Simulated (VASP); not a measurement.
Runs of VASP 6.6.1 on PtBr2. Symmetry: R-3m, No. 166, trigonal system. Conventional cell: a = 4.055 Å, b = 4.055 Å, c = 18.391 Å, α = 90.00°, β = 90.00°, γ = 120.00°. Pt (site symmetry -3m) has 6 Br at 2.78 Å as nearest neighbours. Br (site symmetry 3m) has 3 Pt at 2.78 Å as nearest neighbours. The cell was built by a generator and needn't be a form met in nature.

```csv
level,potentials or basis,spin,U,fixed moment (μB),gap on the mesh (eV),pressure (GPa),moment (μB),largest force (eV/Å)
LDA+U,"VASP PAW LDA potentials, release 64 (Pt, Br)","collinear, ferromagnetic start",Pt d U = 4 eV,-,0.92,-8.6,2.00,1.14
LDA,"VASP PAW LDA potentials, release 64 (Pt, Br)","collinear, random start",-,-,none,-10.2,0.01,1.34
LDA+U,"VASP PAW LDA potentials, release 64 (Pt, Br)","collinear, random start",Pt d U = 4 eV,-,0.92,-8.6,2.00,1.14
LDA+U,"VASP PAW LDA potentials, release 64 (Pt, Br)","collinear, ferromagnetic start",Pt d U = 4 eV,1,-,-10.1,1.00,1.24
r2SCAN+U,"VASP PAW PBE potentials, release 64 (Pt, Br)",off,Pt d U = 6 eV,-,none,(c),-,(b)
LDA,"VASP PAW LDA potentials, release 64 (Pt, Br)","collinear, ferromagnetic start",-,-,none,-9.3,(a),1.32
```

Alike in all rows: task single point; cell as given; k mesh 6 × 6 × 6; cutoff (eV) 520; smearing gaussian 0.05 eV.

**Question.** Estimate the missing entries.

**Answer.** (a) 1.75; (b) 0.98; (c) -7.6.

Caveats: forces of over 1 eV/Å show positions far from the minimum, so gaps and moduli don't describe the material at rest (some runs); spin-orbit coupling is left out, which moves the levels of the heavy elements (some runs); the total moment is fixed, so each spin has its own Fermi level (some runs); the PAW data sets were made with another functional, which shifts forces and pressure a little (some runs); U without spin polarisation on a metal has little footing (some runs).

A k mesh can miss the band edges, and the runs leave out spin-orbit coupling on Br, Pt.

A gap of «none» marks a metal or a gap under the smearing width.
